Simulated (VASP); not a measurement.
```
Sn
1.0
   -2.88725     2.88725     1.56129
    2.88725    -2.88725     1.56129
    2.88725     2.88725    -1.56129
Sn
2
Cartesian
  2.88725   0.00000   0.78064
  0.00000   0.00000   0.00000
```

These are PBE GGA, VASP's PBE PAW potentials (set 64) (plane waves; VASP) values and carry that method's errors. Settings: 480 eV cut-off, 12×12×12 Γ-centred mesh, first-order Methfessel-Paxton smearing of 0.10 eV, potentials Sn_d.

Unless said otherwise, spin-orbit coupling is left out, though it shifts the bands of the heavy elements here.

Estimate the energy per atom (σ→0), pressure, band gap (on the k-mesh) with the smallest direct gap where there is one.

```yaml
band gap (on the k-mesh): none (metal, semimetal or under 0.01 eV)
energy per atom (σ→0): -3.772 eV/atom
pressure: 5.02 GPa
```

Only differences to runs with the same potentials and settings are physical.

The compound is Sn in the beta structure. It was relaxed first under an external pressure of 5 GPa.
